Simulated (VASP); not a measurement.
```xyz
1
Lattice="0.0000 1.9045 1.9045 1.9045 0.0000 1.9045 1.9045 1.9045 0.0000" Properties=species:S:1:pos:R:3 pbc="T T T"
Ir     0.0000     0.0000     0.0000
```

Calculation: PBE GGA, VASP's PBE PAW potentials (set 64) (plane waves; VASP). Run with 500 eV cut-off, 16×16×16 Γ-centred mesh, first-order Methfessel-Paxton smearing of 0.10 eV, potentials Ir.

Energy and stress use the plane-wave basis of the starting cell.

**Question.** The ions, cell shape and volume at an external pressure of 30.0 GPa are relaxed. Which structure does the run end with?

**Answer.** 
```xyz
1
Lattice="0.0000 1.8911 1.8911 1.8911 0.0000 1.8911 1.8911 1.8911 0.0000" Properties=species:S:1:pos:R:3 pbc="T T T"
Ir     1.8911     1.8911     0.0000
```
Space group Fm-3m (225), at a tolerance of 0.03 Å.

**Question.** How do energy and volume change from the first to the last step?

**Answer.** The energy (σ→0) changes by +44.9 meV/atom and the volume by -2.1 %, in 4 ionic steps.

```
step  E(σ→0) (eV)  max force (eV/Å)  pressure (GPa)  volume (Å³)
----  -----------  ----------------  --------------  -----------
1         -8.7983             0.000           19.91        13.82
2         -8.2308             0.000           98.29        12.15
3         -8.7557             0.000           29.47        13.54
4         -8.7534             0.000           29.92        13.53
```

The compound is Ir in the fcc structure. This run relaxes it under an external pressure of 30 GPa. Symmetry was kept, so distortions that lower it aren't found.
